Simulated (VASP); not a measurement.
Calculation: PBE GGA, VASP's PBE PAW potentials (set 64) (plane waves; VASP).

VASP input:

### KPOINTS
```
Regular mesh
0
Gamma
 7 7 7
```

**POSCAR**
```
PbTe
1.0
  0.0000000000   3.2300000000   3.2300000000
  3.2300000000   0.0000000000   3.2300000000
  3.2300000000   3.2300000000   0.0000000000
Te Pb
1 1
direct
  0.5000000000   0.5000000000   0.5000000000
  0.0000000000   0.0000000000   0.0000000000
```

INCAR:
```
SYSTEM = PbTe
PREC = Accurate; ENCUT = 400; LREAL = .FALSE.
LASPH = .TRUE.
EDIFF = 1E-6; NELM = 100; ALGO = Normal
LMAXMIX = 4
ISMEAR = 0; SIGMA = 0.05
GGA = PE
ISIF = 2
LWAVE = .FALSE.; LCHARG = .FALSE.
```

POTCAR, in this order: Te Pb_d (PBE.64 set). Program: vasp_std.

Output of the run:

OUTCAR:
```
 ion  position               nearest neighbor table
   1  0.500  0.500  0.500-   2 3.23   2 3.23   2 3.23   2 3.23   2 3.23   2 3.23
   2  0.000  0.000  0.000-   1 3.23   1 3.23   1 3.23   1 3.23   1 3.23   1 3.23
  LATTYP: Found a face centered cubic cell.
 ALAT       =     6.4600000000
 Subroutine PRICEL returns:
 Original cell was already a primitive cell.
 Subroutine GETGRP returns: Found 48 space group operations
The static configuration has the point symmetry O_h .
The dynamic configuration has the point symmetry O_h .
 Subroutine INISYM returns: Found 48 space group operations
 Subroutine IBZKPT returns following result:
 Found     20 irreducible k-points:

 Following reciprocal coordinates:
            Coordinates               Weight
  0.000000  0.000000  0.000000      1.000000
  0.142857  0.000000  0.000000      8.000000
  0.285714  0.000000  0.000000      8.000000
  0.428571  0.000000  0.000000      8.000000
  0.142857  0.142857  0.000000      6.000000
  0.285714  0.142857  0.000000     24.000000
  0.428571  0.142857  0.000000     24.000000
 -0.428571  0.142857  0.000000     24.000000
 -0.285714  0.142857  0.000000     24.000000
...
```

### OSZICAR
```
       N       E                     dE             d eps       ncg     rms          rms(c)
DAV:   1     0.138551106752E+03    0.13855E+03   -0.81564E+03   560   0.113E+03
DAV:   2     0.195708633347E+01   -0.13659E+03   -0.13381E+03   596   0.304E+02
DAV:   3    -0.740326560804E+01   -0.93604E+01   -0.93314E+01   746   0.895E+01
DAV:   4    -0.761486931409E+01   -0.21160E+00   -0.21155E+00   652   0.167E+01
DAV:   5    -0.762193715607E+01   -0.70678E-02   -0.70678E-02   750   0.255E+00    0.335E+00
DAV:   6    -0.750315079366E+01    0.11879E+00   -0.28441E-01   750   0.432E+00    0.209E+00
DAV:   7    -0.750000220215E+01    0.31486E-02   -0.86859E-02   664   0.168E+00    0.924E-01
DAV:   8    -0.750175662828E+01   -0.17544E-02   -0.98037E-03   626   0.117E+00    0.148E-01
DAV:   9    -0.750171646691E+01    0.40161E-04   -0.11324E-03   844   0.406E-01    0.607E-02
DAV:  10    -0.750175318966E+01   -0.36723E-04   -0.12687E-04   578   0.959E-02    0.205E-02
DAV:  11    -0.750176063600E+01   -0.74463E-05   -0.38839E-05   680   0.579E-02    0.156E-02
DAV:  12    -0.750176058102E+01    0.54974E-07   -0.21866E-06   674   0.120E-02
   1 F= -.75017606E+01 E0= -.75017606E+01  d E =-.162916E-12
```

File OUTCAR:
```
------------------------ aborting loop because EDIFF is reached ----------------------------------------
  FORCE on cell =-STRESS in cart. coord.  units (eV):
  Direction    XX          YY          ZZ          XY          YZ          ZX
  --------------------------------------------------------------------------------------
  Total        0.8786807      0.8786807      0.8786807     -0.0000000      0.0000000     -0.0000000
  in kB       20.8883497     20.8883497     20.8883497     -0.0000000      0.0000000     -0.0000000
  external PRESSURE =      20.8883497 kB  Pullay stress =       0.0000000 kB
  volume of cell :       67.40
      direct lattice vectors                 reciprocal lattice vectors
     0.000000000  3.230000000  3.230000000    -0.154798762  0.154798762  0.154798762
     3.230000000  0.000000000  3.230000000     0.154798762 -0.154798762  0.154798762
     3.230000000  3.230000000  0.000000000     0.154798762  0.154798762 -0.154798762
  FREE ENERGIE OF THE ION-ELECTRON SYSTEM (eV)
  ---------------------------------------------------
  free  energy   TOTEN  =        -7.5017605810 eV

  energy  without entropy=       -7.5017605810  energy(sigma->0) =       -7.50176058
```
(Selected blocks of OUTCAR.)

The compound is PbTe in the rock salt structure. The cell was not relaxed at this level.
